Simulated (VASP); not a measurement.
Given:

```
PbI2
1.0
    4.54397     0.00000     0.00000
   -2.27199     3.93520     0.00000
    0.00000     0.00000    19.88079
I Pb
2 1
Direct
  0.66667   0.33333   0.40417
  0.33333   0.66667   0.59583
  0.00000   0.00000   0.50000
```

Calculation: PBE GGA with D3 dispersion (Becke-Johnson damping), VASP's PBE PAW potentials (set 64) (plane waves; VASP). Numerical set-up: 400 eV cut-off, 5×5×1 Γ-centred mesh, Gaussian smearing of 0.050 eV, potentials I Pb_d.

The cell holds a wide vacuum, so values per volume refer to the whole cell.

**Question.** Predict the energy per atom (σ→0).

**Answer.** 
```json
{
 "energy per atom (σ→0)": "-3.082 eV/atom"
}
```

Only differences to runs with the same potentials and settings are physical.

The cell is a sheet with vacuum, built from a generated structure.
